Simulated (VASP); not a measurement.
Input:

```
CELL_PARAMETERS angstrom
      3.89845     0.00000     0.00000
      0.00000     3.89845     0.00000
      0.00000     0.00000     3.89845
ATOMIC_POSITIONS crystal
  Ti 0.00000 0.00000 0.00000
  Pt 0.00000 0.50000 0.50000
  Pt 0.50000 0.00000 0.50000
  Pt 0.50000 0.50000 0.00000
```

Method: PBEsol GGA, VASP's PBE PAW potentials (set 64) (plane waves; VASP). Run with 480 eV cut-off, 7×7×7 Γ-centred mesh, first-order Methfessel-Paxton smearing of 0.10 eV, potentials Ti_sv Pt.

Unless said otherwise, spin-orbit coupling is left out, though it shifts the bands of the heavy elements here.

Question: Predict the energy per atom (σ→0), band gap (on the k-mesh) with the smallest direct gap where there is one.

Answer: 
```json
{
  "band gap (on the k-mesh)": "none (metal, semimetal or under 0.01 eV)",
  "energy per atom (σ→0)": "-8.188 eV/atom"
}
```

Total energies compare only between runs with the same potentials, cut-off and functional.

The compound is Pt3Ti in the L1_2 structure. It was relaxed first. The start is the result of an earlier pass.
